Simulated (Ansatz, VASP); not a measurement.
# InAg2HgF6: VASP beside Ansatz, part 2 of 2

Aim: how closely do two programs agree when they are given the same cell, functional and k mesh? The cell is invented: As first built, before any earlier steps moved the atoms: it takes the Cs2InHgF6 structure with some of its atoms replaced by other elements, volume scaled by an estimate. It may not be a known or stable phase. The cell comes out of the VASP series on this material, whose earlier steps may have relaxed, scaled or displaced it; both programs get it as it stands.

VASP 6.6.1 and Ansatz 0.2.0.

So far. Step 2 (Ansatz: single point, r2SCAN): The run ends at a pressure of -1.42 GPa, with forces up to 0.30 eV/Å.

## (3) VASP: single point, r2SCAN

Level of this step: r2SCAN; plane waves and PAW (Hg, In, Ag, F); invented cell (VASP).

The same cell, functional, mesh and smearing now go to VASP, with its own data sets and cutoff.

Lines of VASP's logs that name or quote its potential files are left out, and so is its time.

INCAR

```
SYSTEM = InAg2HgF6
PREC = Normal
ENCUT = 400
EDIFF = 1E-05
NELM = 120
ISMEAR = 1
SIGMA = 0.2
LREAL = Auto
ALGO = Normal
METAGGA = R2SCAN
LASPH = .TRUE.
LORBIT = 11
LWAVE = .FALSE.
LCHARG = .FALSE.
```

POSCAR

```
InAg2HgF6
1.0
    0.0000000000      8.7878855314      8.7878855314
    8.7878855314      0.0000000000      8.7878855314
    8.7878855314      8.7878855314      0.0000000000
Hg In Ag F
8 8 16 48
Direct
    0.2500000000      0.2500000000      0.2500000000
    0.2500000000      0.2500000000      0.7500000000
    0.2500000000      0.7500000000      0.2500000000
    0.2500000000      0.7500000000      0.7500000000
    0.7500000000      0.2500000000      0.2500000000
    0.7500000000      0.2500000000      0.7500000000
    0.7500000000      0.7500000000      0.2500000000
    0.7500000000      0.7500000000      0.7500000000
    0.0000000000      0.0000000000      0.0000000000
    0.0000000000      0.0000000000      0.5000000000
    0.0000000000      0.5000000000      0.0000000000
    0.0000000000      0.5000000000      0.5000000000
    0.5000000000      0.0000000000      0.0000000000
    0.5000000000      0.0000000000      0.5000000000
    0.5000000000      0.5000000000      0.0000000000
    0.5000000000      0.5000000000      0.5000000000
    0.3750000000      0.3750000000      0.3750000000
    0.3750000000      0.3750000000      0.8750000000
    0.3750000000      0.8750000000      0.3750000000
    0.3750000000      0.8750000000      0.8750000000
    0.8750000000      0.3750000000      0.3750000000
    0.8750000000      0.3750000000      0.8750000000
    0.8750000000      0.8750000000      0.3750000000
    0.8750000000      0.8750000000      0.8750000000
    0.1250000000      0.1250000000      0.1250000000
    0.1250000000      0.1250000000      0.6250000000
    0.1250000000      0.6250000000      0.1250000000
    0.1250000000      0.6250000000      0.6250000000
    0.6250000000      0.1250000000      0.1250000000
    0.6250000000      0.1250000000      0.6250000000
    0.6250000000      0.6250000000      0.1250000000
    0.6250000000      0.6250000000      0.6250000000
    0.3809504959      0.1190495041      0.1190495041
    0.3809504959      0.1190495041      0.6190495041
    0.3809504959      0.6190495041      0.1190495041
    0.3809504959      0.6190495041      0.6190495041
    0.8809504959      0.1190495041      0.1190495041
    0.8809504959      0.1190495041      0.6190495041
    0.8809504959      0.6190495041      0.1190495041
    0.8809504959      0.6190495041      0.6190495041
    0.1190495041      0.1190495041      0.3809504959
    0.1190495041      0.1190495041      0.8809504959
    0.1190495041      0.6190495041      0.3809504959
    0.1190495041      0.6190495041      0.8809504959
    0.6190495041      0.1190495041      0.3809504959
    0.6190495041      0.1190495041      0.8809504959
    0.6190495041      0.6190495041      0.3809504959
    0.6190495041      0.6190495041      0.8809504959
    0.1190495041      0.3809504959      0.3809504959
    0.1190495041      0.3809504959      0.8809504959
    0.1190495041      0.8809504959      0.3809504959
    0.1190495041      0.8809504959      0.8809504959
    0.6190495041      0.3809504959      0.3809504959
    0.6190495041      0.3809504959      0.8809504959
    0.6190495041      0.8809504959      0.3809504959
    0.6190495041      0.8809504959      0.8809504959
    0.1190495041      0.3809504959      0.1190495041
    0.1190495041      0.3809504959      0.6190495041
    0.1190495041      0.8809504959      0.1190495041
    0.1190495041      0.8809504959      0.6190495041
    0.6190495041      0.3809504959      0.1190495041
    0.6190495041      0.3809504959      0.6190495041
    0.6190495041      0.8809504959      0.1190495041
    0.6190495041      0.8809504959      0.6190495041
    0.3809504959      0.1190495041      0.3809504959
    0.3809504959      0.1190495041      0.8809504959
    0.3809504959      0.6190495041      0.3809504959
    0.3809504959      0.6190495041      0.8809504959
    0.8809504959      0.1190495041      0.3809504959
    0.8809504959      0.1190495041      0.8809504959
    0.8809504959      0.6190495041      0.3809504959
    0.8809504959      0.6190495041      0.8809504959
    0.3809504959      0.3809504959      0.1190495041
    0.3809504959      0.3809504959      0.6190495041
    0.3809504959      0.8809504959      0.1190495041
    0.3809504959      0.8809504959      0.6190495041
    0.8809504959      0.3809504959      0.1190495041
    0.8809504959      0.3809504959      0.6190495041
    0.8809504959      0.8809504959      0.1190495041
    0.8809504959      0.8809504959      0.6190495041
```

KPOINTS

```
Automatic mesh
0
Gamma
3 3 3
0 0 0
```

PAW data sets: Hg, In, Ag and F (PBE family, release 64).

Launch:

```bash
export OMP_NUM_THREADS=5
mpirun -np 1 vasp_std
```

Numbers of over 12 decimals in the logs are rounded to 6 here.

Output:

```text
[banner, memory and clock lines left out]
running    1 mpi-ranks, on    1 nodes
[...]
Offloading initialized ...    1 GPUs detected
[...]
|                                                                             |
|               ----> ADVICE to this user running VASP <----                  |
|                                                                             |
|     You enforced a specific xc type in the INCAR file but a different       |
|     [... a line on the potential file left out ...]
|     I HOPE YOU KNOW WHAT YOU ARE DOING!                                     |
|                                                                             |

 LDA part: xc-table for (None), standard interpolation
 POSCAR, INCAR and KPOINTS ok, starting setup
[...]
entering main loop
       N       E                     dE             d eps       ncg     rms          rms(c)
DAV:   1     0.372855529237E+04    0.37286E+04   -0.29492E+05  3040   0.132E+03
DAV:   2    -0.101790991895E+04   -0.47465E+04   -0.45365E+04  3373   0.364E+02
DAV:   3    -0.142544026147E+04   -0.40753E+03   -0.40114E+03  3344   0.110E+02
DAV:   4    -0.143217781741E+04   -0.67376E+01   -0.66667E+01  3328   0.141E+01
[...]
DAV:  13    -0.119548868607E+04   -0.19008E-03   -0.18215E-03  3288   0.114E-01    0.628E-02
DAV:  14    -0.119548877812E+04   -0.92053E-04   -0.10605E-04  3005   0.213E-02    0.470E-02
DAV:  15    -0.119548878471E+04   -0.65946E-05   -0.56547E-06  1663   0.550E-03
   1 F= -.11954888E+04 E0= -.11954890E+04  d E =0.663462E-03
```

From OUTCAR (step 3):

```text
  FREE ENERGIE OF THE ION-ELECTRON SYSTEM (eV)
  ---------------------------------------------------
  free  energy   TOTEN  =     -1195.4887847125 eV

  energy  without entropy=    -1195.4894481747  energy(sigma->0) =    -1195.48900587
```

The data set In keeps the semicore shell frozen, which is cheaper and a little less accurate.

## (4) Differences

Known differences besides the PAW data sets themselves: VASP keeps PBE cores, Ansatz makes them for the functional; the data sets hold 904 valence electrons in Ansatz (default PAW (the set named soft_2) files) and 632 in VASP; the cutoff is 500 eV in Ansatz and 400 eV in VASP (PREC = Normal, projectors in real space). Total energies have different zeros and are not compared.

Compared:

```
      quantity  Ansatz   VASP  difference
pressure (GPa)   -1.42  -6.44       +5.02
```

Forces on 10 of the 80 atoms, picked by the larger force of the two programs (eV/Å; atoms numbered as in POSCAR):

```
atom        Ansatz x, y, z          VASP x, y, z
 F58  0.000, -0.298, 0.000  0.000, -0.053, 0.000
 F70   0.000, 0.298, 0.000   0.000, 0.053, 0.000
 F73   0.000, 0.000, 0.298   0.000, 0.000, 0.053
 F74   0.000, 0.000, 0.298   0.000, 0.000, 0.053
 F75   0.000, 0.000, 0.298   0.000, 0.000, 0.053
 F76   0.000, 0.000, 0.298   0.000, 0.000, 0.053
 F77   0.000, 0.000, 0.298   0.000, 0.000, 0.053
 F78   0.000, 0.000, 0.298   0.000, 0.000, 0.053
 F79   0.000, 0.000, 0.298   0.000, 0.000, 0.053
 F80   0.000, 0.000, 0.298   0.000, 0.000, 0.053
```

The forces differ by 109 meV/Å r.m.s., which is 458.3 % of the r.m.s. force of 0.02 eV/Å (both taken over all components). Ansatz's pressure holds a Pulay correction of 0.11 GPa; VASP's holds none.

## (5) Further runs

The difference is large enough to ask for its cause, so further runs change the set-up of one program at a time, as the table lists.

```
                                     run  r.m.s. force difference (meV/Å)
                                as above                              109
      cores kept as stored, as VASP does                              107
Ansatz's larger PAW set (cutoff 1300 eV)                              109
```

## (6) Outcome

```json
{
 "r.m.s. force difference (single point, r2SCAN)": "109 meV/Å",
 "difference in pressure (single point, r2SCAN)": "5.0 GPa"
}
```

What this shows: The r.m.s. force difference is 109 meV/Å (single point, r2SCAN), beyond the 12 meV/Å picked in this series as the mark of a large difference. Also far apart in the single point, r2SCAN pair: the difference in pressure, 5.0 GPa. For single point, r2SCAN: no further run halves the r.m.s. force difference; only Ansatz's side was varied. 1 further run on this material is not shown. How closely two codes agree says nothing of how well the functional describes the real material.

[Lines on the potential files, build, host, timing and source positions are cut from VASP's logs without a mark.]

[Logs are printed without paths, hosts, clocks, repeated set-up lines and the standing remarks that a program may print on its own settings, such as how far it seeks lower states.]

[Hosts, paths, dates, database ids (printed as entryN), source tags and the programs' standing remarks are cut or masked in the printed files.]
